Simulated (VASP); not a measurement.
```xyz
3
Lattice="0.0000 2.6577 2.6577 2.6577 0.0000 2.6577 2.6577 2.6577 0.0000" Properties=species:S:1:pos:R:3 pbc="T T T"
Cd     0.0000     0.0000     0.0000
F      1.3289     1.3289     1.3289
F      3.9866     3.9866     3.9866
```

Computed with LDA (Ceperley-Alder, Perdew-Zunger) with spin-orbit coupling, VASP's LDA PAW potentials (set 64) (plane waves; VASP 6.6.1). Run with 520 eV cut-off, 7×7×7 Γ-centred mesh, Gaussian smearing of 0.050 eV, potentials Cd F.

Q: Give the energies of bands 15 to 28 at the high-symmetry points, in eV from the valence-band maximum.

A: 
```tsv
band	Γ	X	U	L	W
15	-1.18	-3.29	-3.51	-3.03	-3.59
16	-1.18	-3.29	-3.51	-3.03	-3.59
17	-1.09	-3.28	-2.75	-2.56	-2.69
18	-1.09	-3.28	-2.75	-2.56	-2.69
19	-1.09	-3.14	-2.41	-2.10	-1.66
20	-1.09	-3.14	-2.41	-2.10	-1.66
21	-0.47	-0.61	-1.08	-2.04	-1.64
22	-0.47	-0.61	-1.08	-2.04	-1.64
23	-0.47	-0.14	-0.41	-0.43	-0.71
24	-0.47	-0.14	-0.41	-0.43	-0.71
25	-0.33	-0.05	-0.20	-0.28	0.00
26	-0.33	-0.05	-0.20	-0.28	0.00
27	2.94	8.08	8.04	7.25	8.16
28	2.94	8.08	8.04	7.25	8.16
```

The gap is indirect, 2.94 eV, from the valence maximum at W to the conduction minimum at Γ.

Measured: gap 7.80 eV (computed value off by -4.86 eV), as given by Giancarlo Cappellini et al., Physical Review B (2013), arXiv:1302.2571.

The compound is CdF2 in the fluorite structure. It was relaxed first.
